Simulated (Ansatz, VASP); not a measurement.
# Sn2SeO: VASP beside Ansatz

Wanted: the spread between two codes on one cell, functional and k mesh. The cell is generated by rule, not measured, and may not be a known phase. The cell is taken from a series of runs on this material, whose earlier steps may have relaxed, scaled, displaced or heated it; both programs get it as it stands.

Program: Ansatz 0.2.0. Level of theory: plane waves, with VASP 6.6.1 beside it; relaxation of cell and atoms at PBEsol. Results are calculated unless marked as measured.

## 1. Set-up

The structure is tetragonal, space group P-4m2 (No. 115). Conventional cell: a = 4.407 Å, b = 4.407 Å, c = 4.614 Å, α = 90.00°, β = 90.00°, γ = 90.00°. Nearest to Sn lie 2 Se at 2.59 Å and 2 O at 2.59 Å. Nearest to Se lie 4 Sn at 2.59 Å. Nearest to O lie 4 Sn at 2.59 Å. Farther neighbours and most contacts between anions are not listed.

Coordinates:

```xyz
4
Lattice="4.4075 0.0000 0.0000 0.0000 4.4075 0.0000 0.0000 0.0000 4.6136" Properties=species:S:1:pos:R:3 pbc="T T T"
Sn    2.2037    0.0000    1.3545
Sn    0.0000    2.2037    3.2591
Se    0.0000    0.0000    0.0000
O     2.2037    2.2037    0.0000
```

## 2. VASP: relaxation of cell and atoms, PBEsol, pair 1

The relaxed volume is the usual yardstick between codes: in a stiff, nearly cubic crystal its relative difference is about their pressure difference at one cell divided by the bulk modulus.

Lines of VASP's logs that name or quote its potential files are left out, and so is its time.

INCAR reads:

```
SYSTEM = Sn2SeO
PREC = Accurate
ENCUT = 600
EDIFF = 1E-07
NELM = 120
ISMEAR = 0
SIGMA = 0.1
LREAL = .FALSE.
ALGO = Normal
GGA = PS
NBANDS = 26
LORBIT = 11
LWAVE = .FALSE.
LCHARG = .FALSE.
ISIF = 3
IBRION = 2
NSW = 80
EDIFFG = -0.005
LASPH = .TRUE.
GGA_COMPAT = .FALSE.
NELMIN = 4
KPAR = 2
```

POSCAR reads:

```
Sn2SeO
1.0
    4.4074640000      0.0000000000      0.0000000000
    0.0000000000      4.4074640000      0.0000000000
    0.0000000000      0.0000000000      4.6136440000
Sn Se O
2 1 1
Direct
    0.5000000000      0.0000000000      0.2935848540
    0.0000000000      0.5000000000      0.7064149293
    0.0000000000      0.0000000000      0.0000000000
    0.5000000000      0.5000000000      0.0000000000
```

KPOINTS reads:

```
Automatic mesh
0
Gamma
10 10 10
0 0 0
```

Potentials, in the order of the species: Sn_d, Se and O (PBE family, release 64).

Run with:

```console
mpirun -np 2 vasp_std
```

Numbers of over 12 decimals in the logs are rounded to 6 here.

The log of the run:

```text
[banner, memory and clock lines left out]
running    2 mpi-ranks, on    1 nodes
 distrk:  each k-point on    1 cores,    2 groups
 distr:  one band on    1 cores,    1 groups

 POSCAR found type information on POSCAR SnSeO
 POSCAR found :  3 types and       4 ions
|                                                                             |
|               ----> ADVICE to this user running VASP <----                  |
|                                                                             |
|     You enforced a specific xc type in the INCAR file but a different       |
|     [... a line on the potential file left out ...]
|     I HOPE YOU KNOW WHAT YOU ARE DOING!                                     |
|                                                                             |

 LDA part: xc-table for (Slater+PW92), standard interpolation
 POSCAR, INCAR and KPOINTS ok, starting setup
 FFT: planning ... GRIDC
 FFT: planning ... GRID_SOFT
 FFT: planning ... GRID
 WAVECAR not read
 entering main loop
       N       E                     dE             d eps       ncg     rms          rms(c)
DAV:   1     0.399300805398E+03    0.39930E+03   -0.21851E+04  6588   0.233E+03
DAV:   2     0.398802697536E+02   -0.35942E+03   -0.35151E+03  6736   0.545E+02
DAV:   3    -0.184245379130E+02   -0.58305E+02   -0.56949E+02  8090   0.182E+02
DAV:   4    -0.213345055369E+02   -0.29100E+01   -0.28942E+01  7436   0.425E+01
DAV:   5    -0.214041408671E+02   -0.69635E-01   -0.69564E-01  7872   0.710E+00    0.966E+00
DAV:   6    -0.195972490987E+02    0.18069E+01   -0.17418E+01 10176   0.359E+01    0.810E+00
DAV:   7    -0.189913221494E+02    0.60593E+00   -0.74095E+00  7604   0.101E+01    0.278E+00
DAV:   8    -0.189367946557E+02    0.54527E-01   -0.64945E-01  6720   0.449E+00    0.903E-01
DAV:   9    -0.189368394925E+02   -0.44837E-04   -0.44205E-02  8260   0.127E+00    0.353E-01
DAV:  10    -0.189366774672E+02    0.16203E-03   -0.10462E-02  8568   0.696E-01    0.128E-01
DAV:  11    -0.189367590902E+02   -0.81623E-04   -0.23976E-03  8854   0.255E-01    0.699E-02
DAV:  12    -0.189367139507E+02    0.45140E-04   -0.13372E-03  9242   0.180E-01    0.372E-02
DAV:  13    -0.189366850835E+02    0.28867E-04   -0.15127E-04  9186   0.612E-02    0.115E-02
DAV:  14    -0.189366843036E+02    0.77990E-06   -0.40118E-05  7846   0.364E-02    0.709E-03
DAV:  15    -0.189366838441E+02    0.45950E-06   -0.31738E-06  7002   0.102E-02    0.271E-03
DAV:  16    -0.189366837658E+02    0.78378E-07   -0.47366E-07  5738   0.429E-03
   1 F= -.18936684E+02 E0= -.18936078E+02  d E =-.189367E+02
[... from here on, the cycles between the ionic steps are left out ...]
   2 F= -.18937450E+02 E0= -.18936846E+02  d E =-.766141E-03
   3 F= -.18937485E+02 E0= -.18936880E+02  d E =-.800969E-03
   4 F= -.18937716E+02 E0= -.18937105E+02  d E =-.231078E-03
   5 F= -.18937958E+02 E0= -.18937352E+02  d E =-.473109E-03
   6 F= -.18937958E+02 E0= -.18937353E+02  d E =-.473518E-03
   7 F= -.18937984E+02 E0= -.18937378E+02  d E =-.255163E-04
   8 F= -.18938034E+02 E0= -.18937428E+02  d E =-.755813E-04
   9 F= -.18938017E+02 E0= -.18937414E+02  d E =-.585849E-04
  10 F= -.18938046E+02 E0= -.18937441E+02  d E =-.874243E-04
  11 F= -.18938057E+02 E0= -.18937452E+02  d E =-.116869E-04
 trial-energy change:   -0.000012  1 .order   -0.000012   -0.000015   -0.000009
 step:   0.5633(harm=  0.5633)  dis= 0.00073  next Energy=   -18.938066 (dE=-0.206E-04)
 bond charge predicted
       N       E                     dE             d eps       ncg     rms          rms(c)
DAV:   1    -0.189383175999E+02   -0.26027E-03   -0.87751E-03  7924   0.963E-01    0.100E-01
DAV:   2    -0.189381450927E+02    0.17251E-03   -0.13222E-03  7270   0.307E-01    0.513E-02
DAV:   3    -0.189380914786E+02    0.53614E-04   -0.39206E-04  9412   0.137E-01    0.295E-02
DAV:   4    -0.189380711565E+02    0.20322E-04   -0.73927E-05  8686   0.895E-02    0.761E-03
DAV:   5    -0.189380712805E+02   -0.12394E-06   -0.94382E-06  7214   0.245E-02    0.370E-03
DAV:   6    -0.189380714271E+02   -0.14664E-06   -0.11750E-06  7066   0.766E-03    0.125E-03
DAV:   7    -0.189380714758E+02   -0.48673E-07   -0.11438E-07  3420   0.273E-03
  12 F= -.18938071E+02 E0= -.18937466E+02  d E =-.257991E-04
 curvature:  -1.25 expect dE=-0.894E-05 dE for cont linesearch -0.191E-05
 trial: gam=-0.21361 g(F)=  0.269E-07 g(S)=  0.710E-05 ort = 0.222E-04 (trialstep = 0.273E+00)
 search vector abs. value=  0.125E-04
 reached required accuracy - stopping structural energy minimisation
```

OUTCAR, selected parts (step 2):

```text
ion  position               nearest neighbor table
   1  0.500  0.000  0.294-   3 2.59   4 2.59   4 2.59   3 2.59   2 3.65   2 3.65   2 3.65   2 3.65

  LATTYP: Found a simple tetragonal cell.
 ALAT       =     4.4074640000
 C/A-ratio  =     1.0467797355

 Subroutine GETGRP returns: Found  8 space group operations
 (whereof  8 operations were pure point group operations)

The static configuration has the point symmetry D_2d.

 Found    126 irreducible k-points:

   k-points           NKPTS =    126   k-points in BZ     NKDIM =    126   number of bands    NBANDS=     26

   dimension x,y,z NGX =    36 NGY =   36 NGZ =   40
   dimension x,y,z NGXF=    72 NGYF=   72 NGZF=   80

   ENCUT  =  600.0 eV  44.10 Ry    6.64 a.u.   8.80  8.80  9.21*2*pi/ulx,y,z

   NELECT =      40.0000    total number of electrons

 k-points in reciprocal lattice and weights: Automatic mesh
   0.00000000  0.00000000  0.00000000       0.001
   0.10000000  0.00000000  0.00000000       0.004
   0.20000000  0.00000000  0.00000000       0.004
   0.30000000  0.00000000  0.00000000       0.004
   0.40000000  0.00000000  0.00000000       0.004
   0.50000000  0.00000000  0.00000000       0.002
   0.10000000  0.10000000  0.00000000       0.004
   0.20000000  0.10000000  0.00000000       0.008
   0.30000000  0.10000000  0.00000000       0.008
[...]
0.50000000  0.40000000  0.50000000       0.004
   0.50000000  0.50000000  0.50000000       0.001

 average (electrostatic) potential at core
       1-101.1261       2-101.1261       3 -52.8839       4 -68.6945

 E-fermi :   5.4355

 k-point     1 :       0.0000    0.0000    0.0000
  band No.  band energies     occupation
    ...
     16       0.7246      2.00000
     17       4.0011      2.00000
     18       4.1082      2.00000
     19       4.1082      2.00000
     20       4.4203      2.00000
     21       7.1146      0.00000
     22       9.1213      0.00000
     23       9.1213      0.00000
     24       9.2769      0.00000
     25      10.0549      0.00000
    ...

 k-point     2 :       0.1000    0.0000    0.0000
  band No.  band energies     occupation
    ...
     16       0.9380      2.00000
     17       3.7919      2.00000
     18       4.0063      2.00000
     19       4.0822      2.00000
     20       4.5584      2.00000
     21       7.4289      0.00000
     22       8.2941      0.00000
     23       9.1210      0.00000
     24       9.6747      0.00000
     25      10.0785      0.00000
    ...

 k-point     3 :       0.2000    0.0000    0.0000
  band No.  band energies     occupation
    ...
     16       1.3329      2.00000
     17       3.4525      2.00000
     18       3.7257      2.00000
     19       3.9618      2.00000
     20       4.8178      2.00000
     21       7.4769      0.00000
     22       8.0561      0.00000
     23       9.1323      0.00000
     24       9.7093      0.00000
     25      10.1390      0.00000
    ...

  Total       -0.0152242     -0.0152242     -0.0111786      0.0000000     -0.0000000      0.0000000
  in kB       -0.2709103     -0.2709103     -0.1989190      0.0000000     -0.0000000      0.0000000
  external PRESSURE =      -0.2469132 kB  Pullay stress =       0.0000000 kB

  energy-cutoff  :      600.00
  volume of cell :       90.04
      direct lattice vectors                 reciprocal lattice vectors
     4.435356368  0.000000000  0.000000000     0.225461027  0.000000000  0.000000000
     0.000000000  4.435356368  0.000000000     0.000000000  0.225461027 -0.000000000
     0.000000000  0.000000000  4.576816088     0.000000000 -0.000000000  0.218492502

 POSITION                                       TOTAL-FORCE (eV/Angst)
 -----------------------------------------------------------------------------------
      2.21768      0.00000      1.34413        -0.000000     -0.000000     -0.000528
      0.00000      2.21768      3.23268         0.000000      0.000000      0.000528
      0.00000      0.00000      0.00000         0.000000      0.000000      0.000000
      2.21768      2.21768      0.00000         0.000000      0.000000      0.000000
 -----------------------------------------------------------------------------------
    total drift:                                0.000000      0.000000      0.000538

  FREE ENERGIE OF THE ION-ELECTRON SYSTEM (eV)
  ---------------------------------------------------
  free  energy   TOTEN  =       -18.9380714758 eV

  energy  without entropy=      -18.9368608489  energy(sigma->0) =      -18.93746616

 reached required accuracy - stopping structural energy minimisation

 total charge
# of ion       s       p       d       tot
------------------------------------------
    1        1.297   0.795  10.014  12.106
    2        1.297   0.795  10.014  12.106
    3        1.478   2.423   0.046   3.947
    4        1.573   3.233   0.000   4.806
--------------------------------------------------
tot          5.647   7.245  20.073  32.965

[... 3 further parts left out ...]
```

CONTCAR:

```
Sn2SeO
   1.00000000000000
     4.4353563684683346    0.0000000000000000    0.0000000000000000
     0.0000000000000000    4.4353563684683346    0.0000000000000000
     0.0000000000000000    0.0000000000000001    4.5768160883794851
  Sn              Se              O
     2     1     1
Direct
     0.5000000000000000    0.0000000000000000    0.2936825575058248
     0.0000000000000000    0.5000000000000000    0.7063172257941802
     0.0000000000000000    0.0000000000000000    0.0000000000000000
     0.5000000000000000    0.5000000000000000    0.0000000000000000
```

The run keeps the 8 symmetry operations of its start, so it cannot find a distortion of lower symmetry.

## 3. Ansatz: relaxation of cell and atoms, PBEsol, pair 1

Ansatz runs on norm-conserving files, of PseudoDojo where its log says so.

The same cell, functional, mesh and smearing now go to Ansatz, which takes its cutoff from its data sets.

input.yaml reads:

```yaml
crystal:
  lattice:
    - [4.4074642455, 0.0, 0.0]
    - [0.0, 4.4074642455, 0.0]
    - [0.0, 0.0, 4.6136437447]
  atoms:
    - { symbol: Sn, position: [0.5, 0.0, 0.2935849395] }
    - { symbol: Sn, position: [0.0, 0.5, 0.7064150605] }
    - { symbol: Se, position: [0.0, 0.0, 0.0] }
    - { symbol: O, position: [0.5, 0.5, 0.0] }
kpoints:
  mp_grid: { grid: [10, 10, 10] }
hamiltonian:
  xc: pbesol
  pseudopotentials: { kind: nc, accuracy: standard }
scf:
  occupations: { method: gaussian, width: 0.1 }
output:
  forces: true
  stress: true
  eigenvalues: true
  write_density: true
  write_potential: true
  elf: true
  volumetric_format: npy
relax:
  adjacent_minimum: "off"
  f_tol: 0.005
  max_steps: 80
  cell: { stress_tol: 0.05 }
```

Run with:

```console
ansatz run input.yaml --threads 8 --pin off --max-ram 14336MiB --backend cpu --events-out ev --progress --plain --runs-dir out
```

The log of the run:

```text
Engine: ansatz 0.2.0, aarch64-unknown-linux-gnu
Pseudopotentials: kind: nc
Pseudopotential: Sn, nc, valence charge 14, recommended cutoff 979.609905 eV (normal), Sn.nc.azcp (PseudoDojo's, or run here from an input of PseudoDojo's; its table is named by hamiltonian.pseudopotentials.accuracy)
Pseudopotential: Se, nc, valence charge 16, recommended cutoff 1170.089609 eV (normal), Se.nc.azcp (PseudoDojo's, or run here from an input of PseudoDojo's; its table is named by hamiltonian.pseudopotentials.accuracy)
Pseudopotential: O, nc, valence charge 6, recommended cutoff 1142.878222 eV (normal), O.nc.azcp (PseudoDojo's, or run here from an input of PseudoDojo's; its table is named by hamiltonian.pseudopotentials.accuracy)
Functional definition: PBEsol
  exchange = pbesol_x
  correlation = pbesol_c
Crystal: 4 atoms, lattice volume = 89.623 Å³
Basis set: ecut = 1170.089609 eV, 8161 PW (Γ), exchange–correlation on 100×100×108 points (8 copies of the dense FFT grid, shifted against one another)
Bands: 30, of which v1, the nominal top of the filled ones, is band 25 counted from 1 (24 counted from 0)
Symmetry: 8 space group operations
Space group: P-4m2 (ITA 115), of the structure as read, at distance tolerance 4.5e-5 Å
k-points: 126 of 1000 (time reversal used)
Non-local potential: Sn, projectors of the file, l = 0: 2, l = 1: 2, l = 2: 2, l = 3: 2
Non-local potential: Se, projectors of the file, l = 0: 2, l = 1: 2, l = 2: 2
Non-local potential: O, projectors of the file, l = 0: 2, l = 1: 2, l = 2: 1
Initial density: superposition of atomic densities (chi_scale 0.1, normalization cell, long waves kept (reshape's long-wave potential 0.01 eV rms))
Initial wavefunctions: pseudopotential atomic-orbital guess
Functional: x = pbesol(κ = 0.804, μ = 0.123457), c = pbesol(β = 0.046)
SCF iter   1: F=—  HF=-8024.986102 eV  |F-HF|=—  |Δ(HF+E_count)|=         —  Δρ=6.85e-2  dr2=4.68e0  ethr=3.10e-3  ⟨swp⟩=6.4  Hψ=16127  notcnv=0
preconditioner: auto → Kerker (q_TF=auto, 2.475 Å⁻¹)  [metal: Δε(μ)=0.040 eV  Ē_g=17.292 eV  σ=0.100 eV  W_gap=0.22  n_scr=26 (ndim 8)  ℏωp=24.8 eV  f_vac=0.000  D(μ)=0.58/eV (n_scr^D=0)]
SCF iter   2: F=—  HF=-8024.365318 eV  |F-HF|=—  |Δ(HF+E_count)|=   6.21e-1  Δρ=3.49e-2  dr2=1.10e0  ethr=3.10e-3  ⟨swp⟩=3.0  Hψ=6977  notcnv=0  defer=108
SCF iter   3: F=—  HF=-8024.176019 eV  |F-HF|=—  |Δ(HF+E_count)|=   1.89e-1  Δρ=1.38e-2  dr2=2.08e-1  ethr=2.21e-3  ⟨swp⟩=2.0  Hψ=5804  notcnv=0  defer=110
SCF iter   4: F=—  HF=-8024.126527 eV  |F-HF|=—  |Δ(HF+E_count)|=   4.95e-2  Δρ=3.97e-3  dr2=2.31e-2  ethr=4.15e-4  ⟨swp⟩=3.0  Hψ=7402  notcnv=0  defer=116
SCF iter   5: F=—  HF=-8024.123220 eV  |F-HF|=—  |Δ(HF+E_count)|=   3.31e-3  Δρ=1.09e-3  dr2=1.92e-3  ethr=4.61e-5  ⟨swp⟩=2.7  Hψ=6176  notcnv=0  defer=116
SCF iter   6: F=—  HF=-8024.123115 eV  |F-HF|=—  |Δ(HF+E_count)|=   1.05e-4  Δρ=3.62e-4  dr2=2.10e-4  ethr=3.84e-6  ⟨swp⟩=2.7  Hψ=6071  notcnv=0  defer=116
SCF iter   7: F=—  HF=-8024.123139 eV  |F-HF|=—  |Δ(HF+E_count)|=   2.40e-5  Δρ=1.39e-4  dr2=3.21e-5  ethr=4.19e-7  ⟨swp⟩=2.3  Hψ=5414  notcnv=0  defer=116
SCF iter   8: F=—  HF=-8024.122906 eV  |F-HF|=—  |Δ(HF+E_count)|=   2.33e-4  Δρ=3.87e-5  dr2=1.68e-6  ethr=6.43e-8  ⟨swp⟩=2.7  Hψ=5901  notcnv=0  defer=116
SCF iter   9: F=—  HF=-8024.122906 eV  |F-HF|=—  |Δ(HF+E_count)|=   2.14e-7  Δρ=1.17e-5  dr2=1.58e-7  ethr=3.37e-9  ⟨swp⟩=2.0  Hψ=5929  notcnv=0  defer=116
SCF iter  10: F=-8024.122906 eV  HF=-8024.122906 eV  |F-HF|=2.35e-9  |Δ(HF+E_count)|=   3.40e-8  Δρ=2.49e-6  dr2=6.26e-9  ethr=2.00e-10  ⟨swp⟩=15.2  Hψ=27598  notcnv=0
SCF 1 converged in 10 iterations: F = -8024.122906 eV  dr2 = 6.26e-9
relax step   1: F+E_penalty+E_count = -8024.12290615 eV  Δ(F+E_penalty+E_count) = +0.000e0 eV  max|allowed force component| = 1.485e-2 eV/Å  Δτ_max = 0.0000 Å  P = +0.315 GPa  Ω = 89.623 Å³  (10 SCF iters, dr2 threshold 1.00e-7 eV, accepted)
[...]
relax step   4: F+E_penalty+E_count = -8024.12444495 eV  Δ(F+E_penalty+E_count) = -2.137e-4 eV  max|allowed force component| = 1.324e-3 eV/Å  Δτ_max = 0.0014 Å  P = -0.023 GPa  Ω = 90.320 Å³  energy of the carried Pulay correction = -4.306e-5 eV  (6 SCF iters, dr2 threshold 4.29e-8 eV, accepted)
[...]
relax step   5: F+E_penalty+E_count = -8024.12454834 eV  Δ(F+E_penalty+E_count) = -1.034e-4 eV  max|allowed force component| = 3.468e-3 eV/Å  Δτ_max = 0.0017 Å  P = -0.027 GPa  Ω = 90.214 Å³  energy of the carried Pulay correction = -3.652e-5 eV  (5 SCF iters, dr2 threshold 1.51e-8 eV, accepted)
[...]
relax step   6: F+E_penalty+E_count = -8024.12458474 eV  Δ(F+E_penalty+E_count) = -3.640e-5 eV  max|allowed force component| = 1.909e-3 eV/Å  Δτ_max = 0.0021 Å  P = -0.008 GPa  Ω = 90.078 Å³  energy of the carried Pulay correction = -2.812e-5 eV  (7 SCF iters, accepted)
[...]
relax step   7: F+E_penalty+E_count = -8024.12462834 eV  Δ(F+E_penalty+E_count) = -4.360e-5 eV  max|allowed force component| = 1.904e-3 eV/Å  Δτ_max = 0.0000 Å  P = -0.007 GPa  Ω = 90.078 Å³  stress off target by 7.72e-3 GPa  SCF on the basis re-selected at this cell (its energy is not comparable with the rows above)  (5 SCF iters)
basis re-selected at this cell: Δ(F+E_penalty+E_count) = -4.360e-5 eV, ΔP = +0.002 GPa vs the last step (what re-selecting the basis moved, of the pressure what is left beyond the Pulay correction that the steps carried, after the strain that the cell walked since its last selection, with what the two solves' SCF thresholds leave and, on support functions, any second-order correction that the steps lacked; it is no m [...]
SCF converged after 5 iterations
Free energy (F): -8024.124628 eV
Harris-Foulkes:  -8024.124628 eV  (|F-HF|=8.19e-12)
Internal energy: -8024.123446 eV  (E = F + TS)
E sigma→0 (E₀):  -8024.124037 eV
Entropy (-TS):   -0.001183 eV (-0.296 meV/atom)
Fermi energy:    8.967075 eV
--- Per-component energies (eV) ---
  E_band       = -568.949646
  E_kinetic    = 4979.985843
  E_local      = -4984.556268  (includes V_loc(G=0)·N_el)
  E_nonlocal   = -3622.260214
  E_hartree    = 2162.480636
  E_xc         = -1951.858538
  E_vxc        = -1267.080149  (∫ρ·V_xc dr)
  E_ewald      = -4607.914903
  E_smearing   = -0.001183  (= −TS)
  E_closure    = 0.000000  (closes the sum)
  Σ components = -8024.124628   (vs F -8024.124628, Δ=0.00e0)
--- Forces (eV/Å), atoms counted from 1 ---
  atom   1  Sn     0.00000000     0.00000000     0.00190351
  atom   2  Sn     0.00000000     0.00000000    -0.00190351
  atom   3  Se     0.00000000     0.00000000    -0.00000000
  atom   4  O     -0.00000000     0.00000000    -0.00000000
  max |Σ_I F_I| component: 3.40e-16 eV/Å
--- Stress (GPa, compression-positive) ---
       -0.007724       0.000000       0.000000
        0.000000      -0.007724       0.000000
        0.000000       0.000000      -0.004089
  P = ⅓ Tr σ = -0.0065 GPa (-0.065 kbar)
--- Band table (eV; the first three rows and the last of 126) ---
  k-point 0: bands = [... 21 lower, 7.5339, 7.6354, 7.6354, 7.9477, 10.6560, 12.6541, 12.6541, 12.8078, ... 1 higher]
  k-point 1: bands = [... 21 lower, 7.4931, 7.6325, 7.6325, 8.0250, 10.5660, 12.0895, 12.0895, 12.5887, ... 1 higher]
  k-point 2: bands = [... 21 lower, 7.3908, 7.6207, 7.6207, 8.2472, 10.2372, 11.3185, 11.3185, 12.1680, ... 1 higher]
  k-point 125: bands = [... 21 lower, 5.8643, 5.8643, 8.4535, 8.4535, 11.2056, 12.2031, 13.9715, 15.1085, ... 1 higher]
--- Relaxed structure (6 steps of the walk, 5 accepted, 1 SCFs on fresh bases) ---
  F+E_penalty+E_count = -8024.12462834 eV   max|allowed force component| = 1.904e-3 eV/Å   (the final SCF, on the basis selected at the relaxed cell)
  cell:  # Å, volume = 90.0778 Å³
    - [4.437287, 0.0, 0]
    - [0.0, 4.437287, 0.0]
    - [0, 0.0, 4.574911]
  atoms:
    - { symbol: Sn, position: [0.5, 0.0, 0.292795] }
    - { symbol: Sn, position: [0, 0.5, 0.707205] }
    - { symbol: Se, position: [0, 0.0, 0] }
    - { symbol: O, position: [0.5, 0.5, 0] }
```

(Part 1 of 2 ends here.)

[Lines on the potential files, build, host, timing and source positions are cut from VASP's logs without a mark.]

[Logs are printed without paths, hosts, clocks, repeated set-up lines and the standing remarks that a program may print on its own settings, such as how far it seeks lower states.]

[Hosts, paths, dates, database ids (printed as entryN), source tags and the programs' standing remarks are cut or masked in the printed files.]
